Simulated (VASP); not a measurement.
F6S, in a box:

```
CELL_PARAMETERS angstrom
13.23041 0.00000 0.00000
0.00000 13.73041 0.00000
0.00000 0.00000 14.23041
ATOMIC_POSITIONS crystal
F 0.59869 0.54179 0.44788
F 0.53977 0.54936 0.59628
F 0.40097 0.46536 0.55230
F 0.55621 0.40385 0.52404
F 0.44376 0.60343 0.47598
F 0.46020 0.45791 0.40374
S 0.49989 0.50360 0.50006
```

Base run:

| Quantity | Value |
| --- | --- |
| Program | VASP 6.6.1 |
| Functional | RPBE |
| Potentials or basis | VASP PAW PBE potentials, release 64 (F, S) |
| Cutoff | 400 eV |
| k mesh | 1 × 1 × 1 |
| Occupations | gaussian, width 0.01 eV |
| Spin | no spin polarisation |

Its results: gap between the frontier levels 6.62 eV; largest force 0.418 eV/Å.

Problem. The run is repeated on the same cell with these changes: functional from RPBE to PBE. What comes out?

Solution. Gap between the frontier levels 6.56 eV; largest force 0.108 eV/Å.

Caveats: the PAW data sets were made with another functional, which shifts forces and pressure a little (some runs).

A k mesh can miss the band edges.

Not every run made on this cell is shown here.
